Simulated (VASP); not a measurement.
Consider the following.

```yaml
crystal:
  lattice:
    - [0.00000, 1.75731, 1.75731]
    - [1.75731, 0.00000, 1.75731]
    - [1.75731, 1.75731, 0.00000]
  atoms:
    - { symbol: Ni, position: [0.00000, 0.00000, 0.00000], spin: 0.6 }
```

All values below come from PBE GGA with D4 dispersion, VASP's PBE PAW potentials (set 64) (plane waves; VASP). Run with 520 eV cut-off, 18×18×18 Γ-centred mesh, first-order Methfessel-Paxton smearing of 0.10 eV, potentials Ni.

Estimate the cell moment, energy per atom (σ→0), pressure, band gap (on the k-mesh) with the smallest direct gap where there is one.

| Quantity | Result |
|---|---|
| band gap (on the k-mesh) | none (metal, semimetal or under 0.01 eV) |
| cell moment | 0.62 μB |
| energy per atom (σ→0) | -5.928 eV/atom |
| pressure | -5.84 GPa |

Give the moment on each site (PAW-sphere projection).

```csv
site,moment (μB)
Ni1,0.63
```

The absolute energy has meaning only against runs of the same code, potentials and settings.

The compound is Ni in the fcc structure. This cell is one point of a volume scan, at 1.03 of the reference volume.
